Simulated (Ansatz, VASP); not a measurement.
# Ba2Mg4Zn3Si19O47: VASP beside Ansatz, part 4 of 4

Aim: how closely do two programs agree when they are given the same cell, functional and k mesh? Of the first pair: The structure shown is frame 115 of Ansatz's trajectory.

VASP 6.6.1 and Ansatz 0.2.0.

So far. Step 6 (VASP: single point, PBE, pair 2): The run ends at a pressure of -0.63 GPa, with forces up to 3.8 eV/Å.

## 9. VASP: single point, PBE, pair 3

Level of this step: PBE; plane waves and PAW (Si, Mg, Zn, Ba_sv, O) (VASP).

The same cell, functional and mesh now go to VASP, with its own data sets.

INCAR

```
SYSTEM = Ba2Mg4Zn3Si19O47
PREC = Accurate
ENCUT = 520
EDIFF = 1E-06
NELM = 120
ISMEAR = 0
SIGMA = 0.01
LREAL = Auto
ALGO = Normal
GGA = PE
NBANDS = 264
LORBIT = 11
LWAVE = .FALSE.
LCHARG = .FALSE.
ISIF = 2
LASPH = .TRUE.
GGA_COMPAT = .FALSE.
EFERMI = MIDGAP
NCORE = 2
```

POSCAR

```
Ba2Mg4Zn3Si19O47
1.0
    9.9253000000      0.0000000000      0.0000000000
    0.0000000000      9.9253000000      0.0000000000
    0.0000000000      0.0000000000      9.9253000000
Si Mg Zn Ba O
19 4 3 2 47
Direct
    0.8165193999      0.6353057338      0.2302398920
    0.0249261987      0.9765850906      0.3576617331
    0.3209676282      0.9238209424      0.0346589020
    0.3348916406      0.5871459805      0.6582974822
    0.5664916929      0.4352815532      0.5289714165
    0.0334498705      0.7782938551      0.0233746083
    0.6353057338      0.1814453971      0.7044824842
    0.4347475643      0.9306418950      0.4522180690
    0.8459391656      0.8251841254      0.7802686065
    0.3100762697      0.0340644615      0.7207641079
    0.7135905212      0.3532890693      0.2622792258
    0.2034396945      0.7223358488      0.4199067031
    0.8319647769      0.5993571983      0.5644766405
    0.3101165708      0.3092601735      0.8419795875
    0.0088763060      0.0593835955      0.6582672564
    0.2889282944      0.1217696191      0.2756289482
    0.1938883459      0.5496962308      0.1408118646
    0.0404421025      0.3181969311      0.0263770365
    0.8811622822      0.0358981592      0.1032714376
    0.4255690004      0.3520901131      0.1504035143
    0.8883056432      0.3625381601      0.7540628495
    0.0713530070      0.5641038558      0.8268566189
    0.6220869898      0.1908959931      0.9721419000
    0.6203439695      0.8842352372      0.1776772491
    0.7426979537      0.0760783049      0.4138716210
    0.5447089761      0.8975245081      0.8365893222
    0.5368804973      0.5885262914      0.9599407575
    0.0500539027      0.3457426980      0.4313622762
    0.1302429146      0.6282429750      0.0086344997
    0.6899741066      0.0778011748      0.5950550613
    0.7160085841      0.0369359113      0.0737710699
    0.8991163995      0.9752047797      0.7439472862
    0.7269200931      0.2741781105      0.8021016997
    0.1620001411      0.9990126243      0.6679294329
    0.4230501849      0.9458051646      0.6229433871
    0.4374578098      0.3270127855      0.9387625563
    0.3446545696      0.0531067071      0.1362578461
    0.6873948395      0.5242461185      0.5960021360
    0.9777135200      0.7347787976      0.8569514272
    0.2678004695      0.4713006156      0.7563297835
    0.8561051051      0.6207570552      0.4030810152
    0.6051706246      0.4122595791      0.3690367042
    0.3211691334      0.2767976787      0.2755281956
    0.8207207843      0.7548487199      0.6293512539
    0.3150131482      0.9624797235      0.8720945463
    0.1250541545      0.0815491723      0.2867621130
    0.4151108783      0.6888960535      0.7565312887
    0.1782213132      0.8561957825      0.0861938682
    0.5458978570      0.0881383938      0.8077639971
    0.4675727686      0.8439744894      0.0435553585
    0.8103634147      0.4746355274      0.1974650640
    0.1809315587      0.6099362236      0.2958701500
    0.5794484801      0.9341480862      0.3719484550
    0.8124590692      0.2454333874      0.3268515813
    0.9759906502      0.0483511833      0.4920455805
    0.6244143754      0.3092601735      0.1329632354
    0.3495108460      0.8041469779      0.4014588980
    0.9773508106      0.4092168499      0.9128489819
    0.3544275740      0.5209716583      0.1118555610
    0.9476489376      0.5072995275      0.6274067283
    0.9523540850      0.1839742879      0.0801285603
    0.7058527198      0.8009128188      0.8668050336
    0.0958862704      0.4203298641      0.1444288838
    0.2104823028      0.6411493859      0.5674387676
    0.1805688493      0.2746717983      0.9411403182
    0.0875439533      0.8398033309      0.4148388462
    0.8925977049      0.9749125971      0.2592364966
    0.4242289906      0.5187551006      0.5306136842
    0.9541273312      0.7075352886      0.1572143915
    0.3010286843      0.2012029863      0.7167541535
    0.9472157013      0.9208688906      0.0080904356
    0.9988413448      0.2215751665      0.6712341189
    0.5527691858      0.2981471593      0.6199711848
    0.3467401489      0.0654690538      0.4121185254
    0.6815411121      0.7150917353      0.1868155119
```

KPOINTS

```
Automatic mesh
0
Gamma
1 1 1
0 0 0
```

Potentials, in the order of the species: Si, Mg, Zn, Ba_sv and O (PBE family, release 64).

On the command line:

```console
$ mpirun -np 8 vasp_gam
```

Numbers of over 12 decimals in the logs are rounded to 6 here.

Output:

```text
[... set-up lines as in an earlier step ...]
 entering main loop
       N       E                     dE             d eps       ncg     rms          rms(c)
DAV:   1     0.511223454854E+04    0.51122E+04   -0.22993E+05   528   0.167E+03
DAV:   2     0.110839549504E+02   -0.51012E+04   -0.48709E+04   648   0.441E+02
DAV:   3    -0.594124058290E+03   -0.60521E+03   -0.59696E+03   592   0.173E+02
DAV:   4    -0.620873228127E+03   -0.26749E+02   -0.26553E+02   632   0.397E+01
[...]
DAV:  17    -0.541964025839E+03   -0.36094E-05   -0.44519E-05   744   0.466E-02    0.702E-03
DAV:  18    -0.541964027223E+03   -0.13836E-05   -0.14148E-05   640   0.144E-02    0.484E-03
DAV:  19    -0.541964027216E+03    0.65593E-08   -0.40758E-06   528   0.115E-02
   1 F= -.54196403E+03 E0= -.54196403E+03  d E =0.000000E+00
```

Parts of OUTCAR (step 9):

```text
  Total        5.0887185     15.3575689     -7.9306971    -10.5635231      6.3179948      7.6266721
  in kB        8.3385029     25.1653009    -12.9954410    -17.3096561     10.3528261     12.4972578
  external PRESSURE =       6.8361210 kB  Pullay stress =       0.0000000 kB

 POSITION                                       TOTAL-FORCE (eV/Angst)
 -----------------------------------------------------------------------------------
      8.10420      6.30560      2.28520         1.637579      1.381277      0.974903
      0.24740      9.69290      3.54990         0.487738     -0.202634      0.107862
      3.18570      9.16920      0.34400         0.203320     -0.386463      0.263881
      3.32390      5.82760      6.53380         2.746465      0.429552     -0.038670
      5.62260      4.32030      5.25020        -0.330316     -0.556092      0.064657
      0.33200      7.72480      0.23200         0.321737     -0.866955      0.893164
      6.30560      1.80090      6.99220         0.057421     -0.434203     -1.595627
      4.31500      9.23690      4.48840         0.873813      1.690484      0.930414
      8.39620      8.19020      7.74440        -0.479717     -1.479159      0.239049
      3.07760      0.33810      7.15380         1.218957     -0.490783     -0.155103
      7.08260      3.50650      2.60320         0.133883      0.458078     -1.550302
      2.01920      7.16940      4.16770         1.178671      0.086353     -0.833396
      8.25750      5.94880      5.60260        -1.430983      2.735919     -0.678874
      3.07800      3.06950      8.35690        -1.845793      1.039081     -0.304061
[...]
-----------------------------------------------------------------------------------
    total drift:                                0.015324     -0.002169      0.005223

  FREE ENERGIE OF THE ION-ELECTRON SYSTEM (eV)
  ---------------------------------------------------
  free  energy   TOTEN  =      -541.9640272162 eV

  energy  without entropy=     -541.9640272162  energy(sigma->0) =     -541.96402722

[... 2 parts as in an earlier step ...]

[... 1 further part left out ...]
[key lines of the parts left out:]
E-fermi :   3.8326
```

The run ends at a pressure of 0.68 GPa, with forces up to 3.2 eV/Å.

## 10. Differences

What differs besides the data sets and the points named for the pairs above, as far as they apply: the data sets hold 454 valence electrons in Ansatz (on its default PAW (the set named soft_2) files) and 422 in VASP. Total energies have different zeros and are not compared.

Forces on 10 of the 75 atoms, those with the largest forces and the largest differences (eV/Å; atoms numbered as in POSCAR):

| atom | Ansatz x, y, z | VASP x, y, z |
| --- | --- | --- |
| Si4 | 2.779, 0.441, 0.006 | 2.746, 0.430, -0.039 |
| Si13 | -1.403, 2.680, -0.680 | -1.431, 2.736, -0.679 |
| Ba27 | 0.953, 0.553, -0.276 | 1.202, 0.513, -0.299 |
| O40 | -0.814, -2.268, 1.433 | -0.839, -2.303, 1.462 |
| O47 | -0.301, -0.534, -0.525 | -0.322, -0.423, -0.580 |
| O57 | -1.362, -2.058, -0.292 | -1.377, -2.072, -0.288 |
| O59 | -2.059, 1.047, 0.521 | -2.169, 0.981, 0.633 |
| O63 | -0.950, -2.115, 1.158 | -0.965, -2.138, 1.142 |
| O64 | -1.779, 1.228, -1.274 | -1.792, 1.235, -1.280 |
| O75 | 1.362, -2.634, 0.397 | 1.377, -2.715, 0.402 |

The forces differ by 37 meV/Å r.m.s., which is 4.0 % of the r.m.s. force of 0.912 eV/Å (both taken over all components).

## 11. What came out

```yaml
r_m_s_force_difference_single_point_pbe_pair_1: 3.4 % of the r.m.s. force
r_m_s_force_difference_single_point_pbe_pair_2: 3.6 % of the r.m.s. force
r_m_s_force_difference_single_point_pbe_pair_3: 4.0 % of the r.m.s. force
```

**Reading.** The r.m.s. force difference is 4.0 % of the r.m.s. force (single point, PBE, pair 3), beyond the 3 % picked in this series as the mark of a large difference. The data sets hold unlike numbers of valence electrons (454 in Ansatz and 422 in VASP), so part of the differences comes from the potentials. What causes the difference of the single point, PBE, pair 1 pair stays open here. What causes the difference of the single point, PBE, pair 2 pair stays open here. What causes the difference of the single point, PBE, pair 3 pair stays open here. How closely two codes agree says nothing of how well the functional describes the real material.

[Lines on the potential files, build, host, timing and source positions are cut from VASP's logs without a mark.]

[Logs are printed without paths, hosts, clocks, repeated set-up lines and the standing remarks that a program may print on its own settings, such as how far it seeks lower states.]

[Hosts, paths, dates, database ids (printed as entryN), source tags and the programs' standing remarks are cut or masked in the printed files.]
